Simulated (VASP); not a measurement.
**Moving the dispersion correction in Ag3F**

The cell as given:

Space group Fm-3m (No. 225). a = 6.432 Å, b = 6.432 Å, c = 6.432 Å, α = 90.00°, β = 90.00°, γ = 90.00°
| atom | site | symmetry | x | y | z |
| --- | --- | --- | --- | --- | --- |
| Ag | 8c | -43m | 0.2500 | 0.7500 | 0.7500 |
| Ag | 4b | m-3m | 0.5000 | 0.0000 | 0.0000 |
| F | 4a | m-3m | 0.0000 | 0.0000 | 0.0000 |

The cell comes from a database or a generator and needn't be the stable form of this composition.

Kept alike: task relaxation of cell and atoms; functional BLYP; k mesh 5 × 5 × 5; occupations fermi-dirac, width 0.05 eV; no spin polarisation. Program: VASP, PBE PAW files Ag, F, 600 eV. The mesh is that of the run's cell of 4 atoms. No spin-orbit coupling.

```csv
dispersion correction,volume (Å³/atom)
D3(zero),16.471
D3(BJ),15.896
D4,16.230
none,17.788
```

The relaxations keep at least the cell's symmetry (Fm-3m). For a metal such a mesh leaves the last digits unconverged. Relaxations stop with a little pressure left, so the last digits of a volume or edge aren't settled. All rows use potentials made for PBE.

The volume runs from 15.896 (D3(BJ)) to 17.788 Å³/atom (none). Against no correction: D3(zero) -7.4 %; D3(BJ) -10.6 %; D4 -8.8 %. Dispersion terms mostly attract and so lower the volume; the schemes' coefficients and damping set how far.
